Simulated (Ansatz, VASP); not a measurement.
# Two plane-wave programs on HfSc2N2

File INCAR:

```
PREC     = Accurate       # precision mode
ENCUT    = 600            # plane-wave cutoff, eV
EDIFF    = 1E-6           # SCF threshold, eV
ISMEAR   = 0              # smearing method
SIGMA    = 0.1            # smearing width, eV
LREAL    = False          # projectors in reciprocal space
LASPH    = True           # aspherical terms in the spheres
NELM     = 100            # most SCF steps
ALGO     = Normal         # electronic algorithm
ISIF     = 3              # what is computed and relaxed
LWAVE    = False          # write WAVECAR
LCHARG   = False          # write CHGCAR
GGA      = PE             # functional
IBRION   = 2              # ionic algorithm
NSW      = 90             # ionic steps
EDIFFG   = -0.04          # ionic threshold
```

Contents of KPOINTS:

```
Automatic mesh
0
Gamma
  4 4 4
```

Contents of POSCAR:

```
HfSc2N2
1.0
    4.2158246700      0.0000000000      0.0000000000
    0.0000000000      4.2158246700      0.0000000000
    0.0000000000      0.0000000000      4.2399950700
Hf Sc N
1 2 2
Direct
    0.0000000000      0.0000000000      0.0000000000
    0.5000000000      0.0000000000      0.0000000000
    0.0000000000      0.5000000000      0.0000000000
    0.0000000000      0.0000000000      0.6592123800
    0.0000000000      0.0000000000      0.3407876200
```

Input for Ansatz:

```yaml
crystal:
  lattice:
    - [4.21582467, 0.0, 0.0]
    - [0.0, 4.21582467, 0.0]
    - [0.0, 0.0, 4.23999507]
  atoms:
    - { symbol: Hf, position: [0.0, 0.0, 0.0] }
    - { symbol: Sc, position: [0.5, 0.0, 0.0] }
    - { symbol: Sc, position: [0.0, 0.5, 0.0] }
    - { symbol: "N", position: [0.0, 0.0, 0.65921238] }
    - { symbol: "N", position: [0.0, 0.0, 0.34078762] }
basis:
  ecutwfc: 420
kpoints:
  mp_grid: { grid: [4, 4, 4] }
hamiltonian:
  xc: pbe
scf:
  occupations: { method: gaussian, width: 0.1 }
  lower_state_search: "off"
output:
  forces: true
  stress: true
  eigenvalues: true
relax:
  adjacent_minimum: "off"
  f_tol: 0.04
  max_steps: 70
  cell: { stress_tol: 0.4 }
```

Alike in both runs: task relaxation of cell and atoms; functional PBE; k mesh 4 × 4 × 4; occupations gaussian, width 0.1 eV; no spin polarisation.

```csv
,VASP,Ansatz
version,VASP 6.6.1,Ansatz 0.2.0
potentials or method,"VASP PAW PBE potentials, release 64 (Hf_pv, Sc_sv, N)","scalar-relativistic, plane waves, PAW"
plane-wave cutoff (eV),600,420
valence electrons in the cell,42,58
```

VASP gave:

* gap on the k mesh at the Fermi level, each at its own relaxed structure (eV): none
* relaxed volume (Å³/atom): 30.22
* relaxed cell length with the largest relative difference (Å): 5.329
* energy change over the relaxation (meV/atom): -4884

Q: Which values does Ansatz return?

A: gap on the k mesh at the Fermi level, each at its own relaxed structure (eV): none; relaxed volume (Å³/atom): 31.62; relaxed cell length with the largest relative difference (Å): 5.432; energy change over the relaxation (meV/atom): -4703.

A gap of «none» marks a metal or a gap that the smearing closes. The two sets of potentials don't hold the same shells in valence.

Caveats: the k mesh is coarse (spacing up to 0.37 Å⁻¹), so the values aren't converged; the volume moved by over 15 % at a fixed basis, so the end points are rough (VASP). The runs have no spin-orbit coupling, so splittings on Hf are missing.
